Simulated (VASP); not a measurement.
All values below come from PBE GGA, VASP's PBE PAW potentials (set 64) (plane waves; VASP 6.6.1).

VASP input:

### KPOINTS
```
Automatic mesh
0
Gamma
9 9 9
0.5 0.5 0.5
```

INCAR:
```
LMAXMIX  =  4
LCHARG  =  F
ENCUT  =  300
ISMEAR  =  1   ! Methfessel-Paxton
ALGO  =  Normal   ! blocked Davidson
ISIF  =  2
NELM  =  100
GGA  =  PE
SIGMA  =  0.1   ! width (eV)
PREC  =  Accurate
LWAVE  =  F
LASPH  =  T
LREAL  =  F
EDIFF  =  1E-6   ! SCF stop (eV)
SYSTEM  =  NiSi2
```

File POSCAR:
```
NiSi2
1
    0.0000000000     2.6885000000     2.6885000000
    2.6885000000     0.0000000000     2.6885000000
    2.6885000000     2.6885000000     0.0000000000
Si Ni
2 1
Direct
  0.2500000000   0.2500000000   0.2500000000
  0.7500000000   0.7500000000   0.7500000000
  0.0000000000   0.0000000000   0.0000000000
```

POTCAR, in this order: Si Ni (PBE.64 set). Program: vasp_std.

The run wrote:

OSZICAR:
```
       N       E                     dE             d eps       ncg     rms          rms(c)
DAV:   1     0.505487899898E+02    0.50549E+02   -0.56768E+03  2266   0.904E+02
DAV:   2    -0.166699228270E+02   -0.67219E+02   -0.63315E+02  2320   0.202E+02
DAV:   3    -0.193262967920E+02   -0.26564E+01   -0.25799E+01  2826   0.442E+01
DAV:   4    -0.193713165154E+02   -0.45020E-01   -0.44977E-01  2571   0.583E+00
DAV:   5    -0.193724197463E+02   -0.11032E-02   -0.11031E-02  2885   0.889E-01    0.165E+01
DAV:   6    -0.238537794638E+02   -0.44814E+01   -0.53606E+01  2419   0.172E+02    0.243E+01
DAV:   7    -0.174314161757E+02    0.64224E+01   -0.15535E+01  2650   0.108E+02    0.398E+00
DAV:   8    -0.173901078030E+02    0.41308E-01   -0.21622E+00  3224   0.237E+01    0.280E+00
DAV:   9    -0.173376538801E+02    0.52454E-01   -0.30157E-01  2682   0.113E+01    0.624E-01
DAV:  10    -0.173355697929E+02    0.20841E-02   -0.12959E-02  2862   0.245E+00    0.246E-01
DAV:  11    -0.173357169872E+02   -0.14719E-03   -0.10905E-03  2640   0.269E-01    0.502E-02
DAV:  12    -0.173357527684E+02   -0.35781E-04   -0.55685E-05  2833   0.108E-01    0.230E-02
DAV:  13    -0.173357524554E+02    0.31297E-06   -0.28685E-05  2673   0.114E-01    0.104E-02
DAV:  14    -0.173357525913E+02   -0.13583E-06   -0.19830E-06  2174   0.123E-02
   1 F= -.17335753E+02 E0= -.17335376E+02  d E =-.112848E-02
```

**OUTCAR**
```
------------------------ aborting loop because EDIFF is reached ----------------------------------------
  FORCE on cell =-STRESS in cart. coord.  units (eV):
  Direction    XX          YY          ZZ          XY          YZ          ZX
  --------------------------------------------------------------------------------------
  Total        1.3173278      1.3173278      1.3173278      0.0000000      0.0000000     -0.0000000
  in kB       54.3055648     54.3055648     54.3055648      0.0000000      0.0000000     -0.0000000
  external PRESSURE =      54.3055648 kB  Pullay stress =       0.0000000 kB
  volume of cell :       38.87
      direct lattice vectors                 reciprocal lattice vectors
     0.000000000  2.688500000  2.688500000    -0.185977311  0.185977311  0.185977311
     2.688500000  0.000000000  2.688500000     0.185977311 -0.185977311  0.185977311
     2.688500000  2.688500000  0.000000000     0.185977311  0.185977311 -0.185977311
 POSITION                                       TOTAL-FORCE (eV/Angst)
 -----------------------------------------------------------------------------------
      1.34425      1.34425      1.34425         0.000000     -0.000000      0.000000
      4.03275      4.03275      4.03275        -0.000000      0.000000     -0.000000
      0.00000      0.00000      0.00000         0.000000      0.000000      0.000000
 -----------------------------------------------------------------------------------
    total drift:                               -0.000000      0.000000      0.000000
  FREE ENERGIE OF THE ION-ELECTRON SYSTEM (eV)
  ---------------------------------------------------
  free  energy   TOTEN  =       -17.3357525913 eV

  energy  without entropy=      -17.3346241107  energy(sigma->0) =      -17.33537643
```
(Selected blocks of OUTCAR.)

At this cut-off the stress carries a Pulay error, which pulls relaxed volumes low.

The structure is a typed NiSi2 crystal. The cell was not relaxed at this level. The run is one of a series of settings (KPOINTS 9×9×9 Γ-centred mesh shifted by (0.5, 0.5, 0.5) against the base run), some of them coarse on purpose. The run is not spin-polarised, so no magnetic state was tried.
